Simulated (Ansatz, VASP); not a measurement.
# TaN in two plane-wave programs, part 2 of 2

Wanted: the spread between two codes on one cell, functional and k mesh. The cell is taken from a series of runs on this material, whose earlier steps may have relaxed, scaled, displaced or heated it; both programs get it as it stands.

VASP 6.6.1 and Ansatz 0.2.0.

So far: The starting structure; VASP: zone-centre phonons, LDA.

**3. Ansatz: zone-centre phonons, LDA**

Level of this step: Ansatz beside VASP: Kohn-Sham DFT, plane waves, LDA (Ansatz).

Ansatz runs on its PAW soft_1 files.

The same cell, functional (in two slightly different forms), mesh and smearing now go to Ansatz, which takes its cutoff from its data sets.

input.yaml

```yaml
crystal:
  lattice:
    - [2.9296820716, 0.0, 0.0]
    - [-1.4648410358, 2.537179099, 0.0]
    - [0.0, 0.0, 2.7376269065]
  atoms:
    - { symbol: "N", position: [0.6666666685, 0.3333333315, 0.0] }
    - { symbol: Ta, position: [-1.9e-09, 1.9e-09, 0.5] }
kpoints:
  mp_grid: { grid: [18, 18, 16] }
hamiltonian:
  xc: lda
  pseudopotentials: { kind: paw, azcp: { folder: soft_1 }, xc_functional: pbe }
scf:
  occupations: { method: methfessel_paxton, width: 0.2 }
output:
  eigenvalues: true
phonons:
  method: dfpt
```

Command:

```bash
$ ansatz run input.yaml --threads 4 --pin off --max-ram 10240MiB --backend cpu --events-out ev --progress --plain --runs-dir out
```

Numbers of over 12 decimals in the logs are rounded to 6 here.

The log of the run:

```text
zone centre: on kpoints.mp_grid the ground state, and the responses unless they are solved on pairs of k-points, stand on 819 of the mesh's 5184 k-points, reduced under 4 symmetry operations, with k and −k counted as one. Each operation leaves every solved displacement unchanged or reverses it
Engine: ansatz 0.2.0, aarch64-unknown-linux-gnu
Pseudopotentials: kind: paw
Pseudopotential: N, paw, valence charge 5, recommended cutoff 420 eV (normal), soft_1/N.paw.azcp
Pseudopotential: Ta, paw, valence charge 13, recommended cutoff 420 eV (normal), soft_1/Ta.paw.azcp
Functional definition: SPW92
  exchange = slater_x
  correlation = pw_c
Crystal: 2 atoms, lattice volume = 20.349 Å³
Basis set: ecut = 420 eV, 405 PW (Γ), exchange–correlation on 40×40×40 points (8 copies of the dense FFT grid, shifted against one another)
Bands: 13, of which v1, the nominal top of the filled ones, is band 9 counted from 1 (8 counted from 0)
Symmetry: 12 space group operations
k-points: 819 of 5184 (irreducible under 4 space group operations, time reversal used)
Non-local potential: N, projectors of the file, l = 0: 2, l = 1: 2, l = 2: 1
Non-local potential: Ta, projectors of the file, l = 0: 3, l = 1: 2, l = 2: 2, l = 3: 1
PAW form: soft (Blöchl's): semilocal exchange-correlation on the pseudo side does not see the compensation charge
PAW frozen core: N, regenerated for the run's functional, and the local potential with it (the file was generated under x = pbe(κ = 0.804, μ = 0.219515), c = pbe(β = 0.066725))
PAW frozen core: Ta, regenerated for the run's functional, and the local potential with it (the file was generated under x = pbe(κ = 0.804, μ = 0.219515), c = pbe(β = 0.066725))
PAW one-centre angular grid: N, 110 points (default); XC on 64 Gauss nodes
PAW one-centre angular grid: Ta, 590 points (default); XC on 64 Gauss nodes
Initial density: superposition of atomic densities (chi_scale 0.1, normalization cell, long waves kept (reshape's long-wave potential 0.00 eV rms))
Initial wavefunctions: pseudopotential atomic-orbital guess
Functional: x = slater, c = lda
SCF iter   1: F=—  HF=-10059.980325 eV  |F-HF|=—  |Δ(HF+E_count)|=         —  Δρ=4.98e-2  dr2=2.95e-1  ethr=3.10e-3  ⟨swp⟩=5.0  Hψ=52783  notcnv=0
preconditioner: auto → none  [metal: Δε(μ)=0.053 eV  Ē_g=11.701 eV  σ=0.200 eV  W_gap=0.22  n_scr=8 (ndim 8)  ℏωp=26.0 eV  f_vac=0.000  D(μ)=0.10/eV (n_scr^D=0)  sad-step TF]
SCF iter   2: F=—  HF=-10059.959703 eV  |F-HF|=—  |Δ(HF+E_count)|=   2.06e-2  S|Δr|=    0.00e0  Δρ=3.10e-2  dr2=1.24e-1  ethr=1.64e-3  ⟨swp⟩=1.0  Hψ=17199  notcnv=0
SCF iter   3: F=—  HF=-10059.939608 eV  |F-HF|=—  |Δ(HF+E_count)|=   2.01e-2  S|Δr|=    0.00e0  Δρ=1.74e-3  dr2=2.57e-4  ethr=6.88e-4  ⟨swp⟩=2.3  Hψ=13750  notcnv=0
SCF iter   4: F=—  HF=-10059.939650 eV  |F-HF|=—  |Δ(HF+E_count)|=   4.20e-5  S|Δr|=    0.00e0  Δρ=3.94e-4  dr2=3.30e-5  ethr=1.43e-6  ⟨swp⟩=2.4  Hψ=16605  notcnv=0
SCF iter   5: F=—  HF=-10059.939641 eV  |F-HF|=—  |Δ(HF+E_count)|=   8.90e-6  S|Δr|=    0.00e0  Δρ=4.32e-5  dr2=1.28e-7  ethr=1.84e-7  ⟨swp⟩=2.4  Hψ=15325  notcnv=0
SCF iter   6: F=—  HF=-10059.939640 eV  |F-HF|=—  |Δ(HF+E_count)|=   1.34e-6  S|Δr|=    0.00e0  Δρ=6.14e-6  dr2=4.68e-9  ethr=7.14e-10  ⟨swp⟩=2.2  Hψ=17031  notcnv=0
SCF iter   7: F=—  HF=-10059.939640 eV  |F-HF|=—  |Δ(HF+E_count)|=   1.24e-9  S|Δr|=    0.00e0  Δρ=1.40e-6  dr2=1.49e-10  ethr=2.60e-11  ⟨swp⟩=2.0  Hψ=14776  notcnv=0
SCF iter   8: F=-10059.939640 eV  HF=-10059.939640 eV  |F-HF|=7.28e-12  |Δ(HF+E_count)|=  2.55e-11  S|Δr|=    0.00e0  Δρ=2.16e-7  dr2=3.31e-12  ethr=1.00e-12  ⟨swp⟩=6.0  Hψ=47378  notcnv=0
SCF 1 converged in 8 iterations: F = -10059.939640 eV  dr2 = 3.31e-12
  greatest PAW one-centre occupation: 0.999 electrons in one spin orbital (limit 2), on the Ta atom at site 1 (counted from 0), in its partial waves of l = 0
DFPT response loops at Γ: preconditioner auto → Kerker (q_TF=auto, 2.673 Å⁻¹) (partly filled bands, converged f_vac=0.000); β = 1.00, the filter's whole step (`scf.mixing.beta` (0.50) is not read by the response loops under this deck's `scf.mixing.preconditioner`; to damp them name `kerker` or `kerker_dos`, under which they read `scf.mixing.beta`, and type it under 1.00, their step now; both keys bind the ground state too); Broyden in place of MSR1
SCF converged after 8 iterations
Stability not checked: this state was not tested for a lower state beside it, because cold or Methfessel-Paxton smearing, or corrected tetrahedra, fill the levels in a way that the test cannot read (fill_not_monotonic; see scf.lower_state_search)
Free energy (F): -10059.939640 eV
Harris-Foulkes:  -10059.939640 eV  (|F-HF|=7.28e-12)
Internal energy: -10059.940584 eV  (E = F + TS)
E sigma→0 (E₀):  -10059.939876 eV
Entropy (-TS):   0.000944 eV (0.472 meV/atom)
Fermi energy:    21.042936 eV
Step filling:    the computed levels leave a gap of 0.0120 eV = 0.1 smearing widths at the electron count; against every level under it full and every level over it empty, smearing changes F+E_penalty+E_count by +0.238 meV and its σ→0 estimate by +1.47e-3 meV
--- Per-component energies (eV) ---
  E_band       = -37.549688
  E_kinetic    = 528.480526
  E_local      = -562.005427  (includes V_loc(G=0)·N_el)
  E_nonlocal   = 30.591168
  E_hartree    = 203.575102
  E_xc         = -380.143800
  E_vxc        = -312.561898  (∫ρ·V_xc dr)
  E_paw        = -8177.042293  (= ΣΔE_a)
  E_vpaw       = -129.205165  (= ΣTr[D̂ρ^β])
  E_aug_tail   = 0.000900  (compensation charges beyond the density's cutoff)
  E_ewald      = -1703.735801
  E_core_change = 0.339041  (= ΣΔE_core)
  E_smearing   = 0.000944  (= −TS)
  E_closure    = 0.000000  (closes the sum)
  Σ components = -10059.939640   (vs F -10059.939640, Δ=0.00e0)
--- Band table (eV; the first three rows and the last of 819) ---
  k-point 0: bands = [... 5 lower, 15.8586, 15.8586, 16.6701, 18.4285, 23.4059, 25.1896, 25.1896, 25.4893]
  k-point 1: bands = [... 5 lower, 15.8961, 15.8961, 16.4696, 18.5845, 23.5519, 24.3768, 24.3768, 26.1164]
  k-point 2: bands = [... 5 lower, 15.8937, 16.0033, 16.0033, 19.0883, 23.4033, 23.4033, 23.9410, 26.5198]
  k-point 818: bands = [... 5 lower, 12.8902, 13.8759, 16.8787, 20.2039, 25.2531, 26.7756, 27.5446, 28.6215]
--- Phonons (Γ-DFPT): 4 representative perturbations + reference, on 819 of 5184 k-points (Σ response iterations 12) ---
  k mesh reduced under 4 symmetry operations, with k and −k counted as one. Each operation leaves every solved displacement unchanged or reverses it
  ASR residual: 8.483e-5 → 0.000e0 eV/Å²; symmetrization residual: 2.553e-6 eV/Å²
  ASR residual per site (eV/Å²): 2.10e-5 8.48e-5
  Γ frequencies (cm⁻¹): 0.00 0.00 0.00 570.29 570.29 623.65
  non-analytic LO–TO correction: not included (Born effective charges unavailable; polar crystals: no LO–TO splitting at Γ)
```

**4. Side by side**

Known differences besides the potentials themselves: the data sets hold 18 valence electrons in Ansatz (on its PAW soft_1 files) and 16 in VASP; the cutoff is 420 eV in Ansatz and 600 eV in VASP; VASP's log shows a relativistic correction to its local exchange, Ansatz's none. Total energies have different zeros and are not compared.

Both answers:

| quantity | Ansatz | VASP | difference |
| --- | --- | --- | --- |
| optical mode 1 to 2 (cm⁻¹) | 570.3 | 573.3 | -0.52 % |
| optical mode 3 (cm⁻¹) | 623.6 | 627.0 | -0.54 % |

Modes are paired by rising frequency, not by their patterns, so a pair may set unlike modes beside each other; they are those without the splitting of longitudinal modes.

**5. Summary of results**

```yaml
r_m_s_difference_of_the_optical_zone_centre_modes_each_program_s_sorted_by_frequency_zone_centre_phonons_lda: 3.1 cm⁻¹
difference_in_optical_mode_3_zone_centre_phonons_lda: -0.5 %
```

**Reading.** The r.m.s. difference of the optical zone-centre modes, each program's sorted by frequency is 3.1 cm⁻¹ (zone-centre phonons, LDA). The data sets hold unlike numbers of valence electrons (18 in Ansatz and 16 in VASP), so part of the differences comes from the potentials. Among the rows given in per cent, the largest difference of the zone-centre phonons, LDA pair is in optical mode 3, -0.5 %. How closely two codes agree says nothing of how well the functional describes the real material.

[Lines on the potential files, build, host, timing and source positions are cut from VASP's logs without a mark.]

[Logs are printed without paths, hosts, clocks, repeated set-up lines and the standing remarks that a program may print on its own settings, such as how far it seeks lower states.]

[Hosts, paths, dates, database ids (printed as entryN), source tags and the programs' standing remarks are cut or masked in the printed files.]
